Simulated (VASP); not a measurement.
# BaTiO3 (space group P4mm): computed properties

All values below come from r2SCAN+rVV10, VASP's PBE PAW potentials (set 64) (plane waves; VASP).

For BaTiO$_{3}$, the space group is P4mm (99) and the cell is a = 3.9816 Å, b = 3.9816 Å, c = 4.0843 Å, α = 90.00°, β = 90.00°, γ = 90.00°. The volume per atom is 12.95 Å^3/atom. The band gap (over mesh and band path) comes out as 2.18 eV. The smallest direct gap (over mesh and band path) is 2.62 eV and the band-edge character without spin-orbit coupling comes out as indirect, A to Γ. The band gap with spin-orbit coupling is 2.18 eV and the density comes out as 5.98 g/cm³.

```xyz
5
Lattice="3.9816 0.0000 0.0000 0.0000 3.9816 0.0000 0.0000 0.0000 4.0843" Properties=species:S:1:pos:R:3 pbc="T T T"
Ba     0.0000     0.0000     0.0315
Ti     1.9908     1.9908     2.0032
O      1.9908     1.9908     0.1561
O      3.9816     1.9908     2.1414
O      1.9908     0.0000     2.1414
```

Unless said otherwise, spin-orbit coupling is left out, though it shifts the bands of the heavy elements here.

The structure comes from a measured BaTiO3 entry (P4mm) of the Crystallography Open Database, whose conditions weren't checked. It was relaxed first. Symmetry was kept, so distortions that lower it aren't found.
